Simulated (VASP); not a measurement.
Input:

```xyz
2
Lattice="0.0000 2.7155 2.7155 2.7155 0.0000 2.7155 2.7155 2.7155 0.0000" Properties=species:S:1:pos:R:3 pbc="T T T"
Si     0.0000     0.0000     0.0000
Si     1.3578     1.3578     1.3578
```

Calculation: PBE GGA, VASP's PBE PAW potentials (set 64) (plane waves; VASP 6.6.1). Run with 300 eV cut-off, 7×7×7 Γ-centred mesh, Fermi-Dirac smearing of 0.010 eV, potentials Si.

The ions, cell shape and volume are relaxed. Give the cell that the relaxation ends in.

```xyz
2
Lattice="0.0000 2.7333 2.7333 2.7333 0.0000 2.7333 2.7333 2.7333 0.0000" Properties=species:S:1:pos:R:3 pbc="T T T"
Si     0.0000     0.0000     0.0000
Si     1.3666     1.3666     1.3666
```
Space group Fd-3m (227), at a tolerance of 0.03 Å.

How do energy and volume change from the first to the last step?

The energy (σ→0) changes by -2.2 meV/atom and the volume by +2.0 %, in 3 ionic steps.

The structure is a typed Si crystal (Fd-3m). This run relaxes it. Symmetry was kept, so distortions that lower it aren't found. The run is one of a series of settings (EDIFFG = -0.01, IBRION = 2, ISIF = 3, NSW = 50 against the base run), some of them coarse on purpose.
